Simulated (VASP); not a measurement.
Output of a VASP run:

**OSZICAR**
```
       N       E                     dE             d eps       ncg     rms          rms(c)
DAV:   1     0.735025853509E+02    0.73503E+02   -0.66863E+03   440   0.115E+03
DAV:   2     0.785567041852E+00   -0.72717E+02   -0.67504E+02   491   0.221E+02
DAV:   3    -0.521926424659E+01   -0.60048E+01   -0.59687E+01   533   0.653E+01
DAV:   4    -0.538824962154E+01   -0.16899E+00   -0.16885E+00   547   0.118E+01
DAV:   5    -0.539287382120E+01   -0.46242E-02   -0.46240E-02   511   0.189E+00    0.140E+00
DAV:   6    -0.532251020944E+01    0.70364E-01   -0.10693E-01   500   0.275E+00    0.908E-01
DAV:   7    -0.531506807308E+01    0.74421E-02   -0.82363E-02   509   0.208E+00    0.557E-01
DAV:   8    -0.531874887758E+01   -0.36808E-02   -0.76800E-03   458   0.939E-01    0.104E-01
DAV:   9    -0.531869872115E+01    0.50156E-04   -0.14269E-04   518   0.154E-01    0.247E-02
DAV:  10    -0.531873227619E+01   -0.33555E-04   -0.55522E-05   479   0.904E-02    0.608E-03
DAV:  11    -0.531873735141E+01   -0.50752E-05   -0.74121E-06   485   0.317E-02    0.305E-03
DAV:  12    -0.531873839338E+01   -0.10420E-05   -0.22420E-06   482   0.111E-02    0.116E-03
DAV:  13    -0.531873843458E+01   -0.41201E-07   -0.37317E-08   476   0.232E-03
   1 F= -.53187384E+01 E0= -.53187384E+01  d E =-.355354E-14
```

OUTCAR:
```
------------------------ aborting loop because EDIFF is reached ----------------------------------------
  FORCE on cell =-STRESS in cart. coord.  units (eV):
  Direction    XX          YY          ZZ          XY          YZ          ZX
  --------------------------------------------------------------------------------------
  Total        0.0039253      0.0039253      0.0039253     -0.0000000      0.0000000      0.0000000
  in kB        0.0913446      0.0913446      0.0913446     -0.0000000      0.0000000      0.0000000
  external PRESSURE =       0.0913446 kB  Pullay stress =       0.0000000 kB
  volume of cell :       68.85
      direct lattice vectors                 reciprocal lattice vectors
     0.000000000  3.253058918  3.253058918    -0.153701489  0.153701489  0.153701489
     3.253058918  0.000000000  3.253058918     0.153701489 -0.153701489  0.153701489
     3.253058918  3.253058918  0.000000000     0.153701489  0.153701489 -0.153701489
  FREE ENERGIE OF THE ION-ELECTRON SYSTEM (eV)
  ---------------------------------------------------
  free  energy   TOTEN  =        -5.3187384346 eV

  energy  without entropy=       -5.3187384346  energy(sigma->0) =       -5.31873843
```
(Selected blocks of OUTCAR.)

POSCAR:
```
NaI
1
    0.0000000000     3.2530589184     3.2530589184
    3.2530589184     0.0000000000     3.2530589184
    3.2530589184     3.2530589184     0.0000000000
Na I
1 1
Direct
  0.0000000000   0.0000000000   0.0000000000
  0.5000000000   0.5000000000   0.5000000000
```

Write an INCAR and KPOINTS that could have produced this output.

One answer among several that fit: the input of the run itself, AM05 GGA, plane waves, VASP's PBE PAW potentials (set 64).

INCAR:
```
SYSTEM = NaI
PREC = Accurate; ENCUT = 520; LREAL = .FALSE.
LASPH = .TRUE.
EDIFF = 1E-7; NELM = 100; ALGO = Normal
LMAXMIX = 4
ISMEAR = 0; SIGMA = 0.05
GGA = AM
ISIF = 2
LWAVE = .FALSE.; LCHARG = .FALSE.
```

**KPOINTS**
```
Regular mesh
0
G
7 7 7
```

POTCAR, in this order: Na_pv I (PBE.64 set). Program: vasp_std.

The compound is NaI in the rock salt structure. It was relaxed first.
